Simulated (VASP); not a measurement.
These are LDA (Ceperley-Alder, Perdew-Zunger), VASP's LDA PAW potentials (set 64) (plane waves; VASP 6.6.1) values and carry that method's errors.

Input for VASP

INCAR:
```
! general
SYSTEM  = CdGeAs2
PREC    = Accurate
ENCUT   = 400
LREAL   = .FALSE.   ! projection in real space or not
LASPH   = .TRUE.

! electronic loop
EDIFF   = 1E-6   ! SCF stop (eV)
NELM    = 100   ! most electronic steps
ALGO    = Normal   ! blocked Davidson
LMAXMIX = 4

! smearing
ISMEAR  = 0   ! Gaussian
SIGMA   = 0.05   ! width (eV)

! ions
IBRION  = 2   ! conjugate gradients
NSW     = 60   ! most ionic steps
ISIF    = 3   ! ions, shape and volume
EDIFFG  = -0.02   ! ionic stop

! output
LWAVE   = .FALSE.
LCHARG  = .FALSE.
```

**KPOINTS**
```
Automatic mesh
0
gamma
5 5 5
0 0 0
```

### POSCAR
```
CdGeAs2
1
   -2.9495079316     2.9495079316     5.5923631955
    2.9495079316    -2.9495079316     5.5923631955
    2.9495079316     2.9495079316    -5.5923631955
Cd Ge As
2 2 4
Direct
  0.0000000000   0.0000000000   0.0000000000
  0.7500000000   0.2500000000   0.5000000000
  0.5000000000   0.5000000000   0.0000000000
  0.2500000000   0.7500000000   0.5000000000
  0.8750000000   0.8503200590   0.4753200590
  0.1496799410   0.6250000000   0.0246799410
  0.3750000000   0.3996799410   0.5246799410
  0.6003200590   0.1250000000   0.9753200590
```

POTCAR, in this order: Cd Ge_d As (LDA.64 set). Program: vasp_std.

Q: What will the output report for the number of irreducible k-points (NKPTS), largest plane-wave count, number of space-group operations, FFT grid (NGX, NGY, NGZ)?

A: 
- number of irreducible k-points (NKPTS): 18
- largest plane-wave count: 3611
- number of space-group operations: 8
- FFT grid (NGX, NGY, NGZ): 48 × 48 × 48

The compound is CdGeAs2 in the chalcopyrite structure. This run relaxes it. Symmetry was kept, so distortions that lower it aren't found. The start is the result of an earlier pass.
